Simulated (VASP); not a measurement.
All values below come from PBE GGA, VASP's PBE PAW potentials (set 64) (plane waves; VASP).

Input for VASP

File KPOINTS:
```
Automatic mesh
0
Gamma
17 17 17
0 0 0
```

### INCAR
```
# general
SYSTEM   =  NaI
PREC     =  Accurate
ENCUT    =  300
LREAL    =  .FALSE.
LASPH    =  .TRUE.

# electronic loop
EDIFF    =  1E-6
NELM     =  100
ALGO     =  Normal
LMAXMIX  =  4

# smearing
ISMEAR   =  0
SIGMA    =  0.02

# functional
GGA      =  PE

# ions
ISIF     =  2

# output
LWAVE    =  .FALSE.
LCHARG   =  .FALSE.
```

**POSCAR**
```
NaI
1.0
  0.0000000000   3.2363580000   3.2363580000
  3.2363580000   0.0000000000   3.2363580000
  3.2363580000   3.2363580000   0.0000000000
Na I
1 1
Cart
  0.0000000000   0.0000000000   0.0000000000
  3.2363580000   3.2363580000   3.2363580000
```

POTCAR, in this order: Na_pv I (PBE.64 set). Program: vasp_std.

What VASP printed:

File OSZICAR:
```
       N       E                     dE             d eps       ncg     rms          rms(c)
DAV:   1     0.606302035627E+02    0.60630E+02   -0.52642E+03  3721   0.752E+02
DAV:   2    -0.993005208522E+00   -0.61623E+02   -0.57648E+02  3989   0.194E+02
DAV:   3    -0.534665059105E+01   -0.43536E+01   -0.43384E+01  4450   0.555E+01
DAV:   4    -0.545131561502E+01   -0.10467E+00   -0.10463E+00  4502   0.935E+00
DAV:   5    -0.545363761804E+01   -0.23220E-02   -0.23220E-02  4350   0.129E+00    0.162E+00
DAV:   6    -0.539244933928E+01    0.61188E-01   -0.85748E-02  4152   0.188E+00    0.113E+00
DAV:   7    -0.538367460798E+01    0.87747E-02   -0.72016E-02  4214   0.161E+00    0.596E-01
DAV:   8    -0.538571083477E+01   -0.20362E-02   -0.49686E-03  3867   0.666E-01    0.143E-01
DAV:   9    -0.538568601176E+01    0.24823E-04   -0.12230E-04  4080   0.119E-01    0.384E-02
DAV:  10    -0.538570486906E+01   -0.18857E-04   -0.36451E-05  4176   0.708E-02    0.587E-03
DAV:  11    -0.538570589232E+01   -0.10233E-05   -0.35658E-06  3915   0.202E-02    0.199E-03
DAV:  12    -0.538570625845E+01   -0.36614E-06   -0.42754E-07  3317   0.610E-03
   1 F= -.53857063E+01 E0= -.53857063E+01  d E =-.843689E-17
```

OUTCAR:
```
------------------------ aborting loop because EDIFF is reached ----------------------------------------
  FORCE on cell =-STRESS in cart. coord.  units (eV):
  Direction    XX          YY          ZZ          XY          YZ          ZX
  --------------------------------------------------------------------------------------
  Total        0.1664750      0.1664750      0.1664750      0.0000000     -0.0000000     -0.0000000
  in kB        3.9342324      3.9342324      3.9342324      0.0000000     -0.0000000     -0.0000000
  external PRESSURE =       3.9342324 kB  Pullay stress =       0.0000000 kB
  volume of cell :       67.80
      direct lattice vectors                 reciprocal lattice vectors
     0.000000000  3.236358000  3.236358000    -0.154494651  0.154494651  0.154494651
     3.236358000  0.000000000  3.236358000     0.154494651 -0.154494651  0.154494651
     3.236358000  3.236358000  0.000000000     0.154494651  0.154494651 -0.154494651
  FREE ENERGIE OF THE ION-ELECTRON SYSTEM (eV)
  ---------------------------------------------------
  free  energy   TOTEN  =        -5.3857062585 eV

  energy  without entropy=       -5.3857062585  energy(sigma->0) =       -5.38570626
```
(Selected blocks of OUTCAR.)

OUTCAR:
```
 val. band max:        0.8069694505   @ k =   0.0000   0.0000   0.0000

 cond. band min:       4.4457839405   @ k =   0.0000   0.0000   0.0000


 Fermi energy:         0.9117560507

 k-point     1 :       0.0000    0.0000    0.0000
  band No.  band energies     occupation
      1     -21.6197      2.00000
      2     -21.6197      2.00000
      3     -21.6197      2.00000
      4     -10.2106      2.00000
      5       0.8070      2.00000
      6       0.8070      2.00000
      7       0.8070      2.00000
      8       4.4458      0.00000
      9       8.7353      0.00000
     10       8.7353      0.00000
     11       8.7353      0.00000

 k-point     2 :       0.0588    0.0000    0.0000
  band No.  band energies     occupation
      1     -21.6199      2.00000
      2     -21.6197      2.00000
      3     -21.6197      2.00000
      4     -10.2008      2.00000
      5       0.6901      2.00000
      6       0.7966      2.00000
      7       0.7966      2.00000
      8       4.5787      0.00000
      9       8.6226      0.00000
     10       8.7768      0.00000
     11       8.7768      0.00000

 k-point     3 :       0.1176    0.0000    0.0000
  band No.  band energies     occupation
      1     -21.6205      2.00000
      2     -21.6198      2.00000
      3     -21.6198      2.00000
      4     -10.1724      2.00000
      5       0.3916      2.00000
      6       0.7673      2.00000
      7       0.7673      2.00000
      8       4.9153      0.00000
      9       8.3982      0.00000
     10       8.8741      0.00000
     11       8.8741      0.00000

 k-point     4 :       0.1765    0.0000    0.0000
  band No.  band energies     occupation
      1     -21.6213      2.00000
      2     -21.6199      2.00000
      3     -21.6199      2.00000
      4     -10.1285      2.00000
      5       0.0071      2.00000
      6       0.7239      2.00000
      7       0.7239      2.00000
      8       5.3245      0.00000
      9       8.2365      0.00000
...
```

At this cut-off the stress carries a Pulay error, which pulls relaxed volumes low.  Unless said otherwise, spin-orbit coupling is left out, though it shifts the bands of the heavy elements here.

The structure comes from a computed database's NaI entry; how it stands against other phases isn't given here. The cell was not relaxed at this level. The run is one of a series of settings (KPOINTS 17×17×17 Γ-centred mesh against the base run), some of them coarse on purpose.
